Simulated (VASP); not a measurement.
Here is the system:

```
CELL_PARAMETERS angstrom
      0.00000     2.81629     2.81629
      2.81629     0.00000     2.81629
      2.81629     2.81629     0.00000
ATOMIC_POSITIONS crystal
  Ca 0.00000 0.00000 0.00000
```

Level of theory: PBEsol GGA, VASP's PBE PAW potentials (set 64) (plane waves; VASP). Numerical set-up: 180 eV cut-off, 3×3×3 Γ-centred mesh shifted by (0.5, 0.5, 0.5), Fermi-Dirac smearing of 0.14 eV, potentials Ca_sv.

At this cut-off the stress carries a Pulay error, which pulls relaxed volumes low.  Energy and stress use the plane-wave basis of the starting cell.

Problem. The ions, cell shape and volume are relaxed. Which structure does the run end with?

Solution. 
```
CELL_PARAMETERS angstrom
      0.00000     2.61464     2.61464
      2.61464     0.00000     2.61464
      2.61464     2.61464     0.00000
ATOMIC_POSITIONS crystal
  Ca 0.00000 0.00000 0.00000
```
Space group Fm-3m (225), at a tolerance of 0.03 Å.

Problem. How do energy and volume change from the first to the last step?

Solution. The energy (σ→0) changes by -266.1 meV/atom and the volume by -20.0 %, in 4 ionic steps.

The structure comes from a computed database's Ca entry; how it stands against other phases isn't given here. This run relaxes it. Symmetry was kept, so distortions that lower it aren't found. The k-mesh is coarse (spacing up to 0.69 per Å, 2π included), so the numbers may not be converged in it. The run is one of a series of settings (EDIFFG = -0.01, ENCUT = 180, IBRION = 2, ISIF = 3, NSW = 50, KPOINTS 3×3×3 Γ-centred mesh shifted by (0.5, 0.5, 0.5) against the base run), some of them coarse on purpose.
